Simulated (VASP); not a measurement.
VASP input:

INCAR:
```
SYSTEM = Cu2O
PREC = Accurate; ENCUT = 520; LREAL = .FALSE.
LASPH = .TRUE.
EDIFF = 1E-7; NELM = 100; ALGO = Normal
LMAXMIX = 4
ISMEAR = 0; SIGMA = 0.05
GGA = PE; IVDW = 12
ISIF = 2
LWAVE = .FALSE.; LCHARG = .FALSE.
```

**POSCAR**
```
Cu2O
1.0
  4.3018505236   0.0000000000   0.0000000000
  0.0000000000   4.3018505236   0.0000000000
  0.0000000000   0.0000000000   4.3018505236
Cu O
4 2
Cartesian
  3.2263878927   1.0754626309   3.2263878927
  1.0754626309   3.2263878927   3.2263878927
  3.2263878927   3.2263878927   1.0754626309
  1.0754626309   1.0754626309   1.0754626309
  4.3018505236   4.3018505236   4.3018505236
  2.1509252618   2.1509252618   2.1509252618
```

### KPOINTS
```
kpoints
0
gamma
  5 5 5
```

POTCAR, in this order: Cu O (PBE.64 set). Program: vasp_std.

Problem. Translate this PBE-D3(BJ) calculation to Quantum ESPRESSO's pw.x.

Solution. One equivalent input (not run):
```
&CONTROL
  calculation = 'scf'
  pseudo_dir = './pseudo'
  outdir = './out'
  tprnfor = .true.
  tstress = .true.
/
&SYSTEM
  ibrav = 0
  nat = 6
  ntyp = 2
  ecutwfc = 92
  occupations = 'smearing'
  smearing = 'gaussian'
  degauss = 0.003675
  input_dft = 'pbe'
  vdw_corr = 'grimme-d3'
  dftd3_version = 4
  dftd3_threebody = .false.
/
&ELECTRONS
  conv_thr = 7.3e-09
  electron_maxstep = 100
/
ATOMIC_SPECIES
  Cu 63.546 Cu.upf
  O 15.999 O.upf
CELL_PARAMETERS angstrom
     4.3018505    0.0000000    0.0000000
     0.0000000    4.3018505    0.0000000
     0.0000000    0.0000000    4.3018505
ATOMIC_POSITIONS crystal
  Cu   0.7500000  0.2500000  0.7500000
  Cu   0.2500000  0.7500000  0.7500000
  Cu   0.7500000  0.7500000  0.2500000
  Cu   0.2500000  0.2500000  0.2500000
  O    1.0000000  1.0000000  1.0000000
  O    0.5000000  0.5000000  0.5000000
K_POINTS automatic
  5 5 5 0 0 0
```
Limits of the translation: the potentials are each code's own (VASP's PAW set, PseudoDojo norm-conserving files in pw.x), so ENCUT and ecutwfc are chosen apart and not converted; conv_thr bounds pw.x's estimated SCF error, while EDIFF bounds the energy change between steps.

The compound is Cu2O in the cuprite structure. This cell is one point of a volume scan, at 1.03 of the reference volume.
